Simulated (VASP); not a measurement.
Consider the following.

```xyz
8
Lattice="1.8333 -3.1753 0.0000 1.8333 3.1753 0.0000 0.0000 0.0000 11.9058" Properties=species:S:1:pos:R:3 pbc="T T T"
Zn     1.8333    -1.0584     3.0926
Zn     1.8333     1.0584    11.8346
Zn     1.8333    -1.0584     8.6778
Zn     1.8333     1.0584     6.2594
S      1.8333    -1.0584     5.4052
S      1.8333     1.0584     2.2429
S      1.8333    -1.0584    10.9900
O      1.8333     1.0584     8.2165
```

Level of theory: PBEsol GGA, VASP's PBE PAW potentials (set 64) (plane waves; VASP). Run with 520 eV cut-off, Gaussian smearing of 0.050 eV, potentials Zn S O.

### Question
Give the energies of bands 27 to 40 at the high-symmetry points, in eV from the valence-band maximum.

### Answer

```json
[
 {"band": "27", "Γ": "-3.01", "M": "-4.91", "K": "-4.69", "A": "-1.84", "L": "-4.71", "H": "-4.74"},
 {"band": "28", "Γ": "-1.72", "M": "-4.15", "K": "-4.30", "A": "-1.72", "L": "-4.37", "H": "-4.35"},
 {"band": "29", "Γ": "-1.72", "M": "-3.59", "K": "-4.16", "A": "-1.72", "L": "-2.98", "H": "-4.12"},
 {"band": "30", "Γ": "-0.65", "M": "-2.76", "K": "-3.47", "A": "-1.50", "L": "-2.83", "H": "-3.90"},
 {"band": "31", "Γ": "-0.65", "M": "-2.05", "K": "-3.20", "A": "-0.68", "L": "-2.72", "H": "-2.72"},
 {"band": "32", "Γ": "-0.51", "M": "-2.03", "K": "-2.65", "A": "-0.68", "L": "-2.12", "H": "-2.51"},
 {"band": "33", "Γ": "-0.32", "M": "-1.96", "K": "-2.62", "A": "-0.25", "L": "-1.83", "H": "-2.25"},
 {"band": "34", "Γ": "-0.32", "M": "-1.68", "K": "-2.28", "A": "-0.25", "L": "-1.53", "H": "-2.21"},
 {"band": "35", "Γ": "0.00", "M": "-1.59", "K": "-1.78", "A": "-0.03", "L": "-1.35", "H": "-2.16"},
 {"band": "36", "Γ": "0.00", "M": "-1.01", "K": "-1.41", "A": "-0.03", "L": "-1.13", "H": "-1.78"},
 {"band": "37", "Γ": "0.74", "M": "3.19", "K": "4.12", "A": "1.50", "L": "2.94", "H": "4.19"},
 {"band": "38", "Γ": "3.50", "M": "3.54", "K": "4.37", "A": "3.08", "L": "3.54", "H": "4.27"},
 {"band": "39", "Γ": "3.69", "M": "3.79", "K": "4.55", "A": "3.67", "L": "3.89", "H": "4.99"},
 {"band": "40", "Γ": "3.93", "M": "4.04", "K": "5.05", "A": "3.84", "L": "4.07", "H": "5.32"}
]
```

The gap is direct, 0.74 eV, from the valence maximum at Γ to the conduction minimum at Γ.

The structure was generated: Zn4OS3 was put into an ordered model structure (P3m1), which need not be its known phase. It was relaxed first.
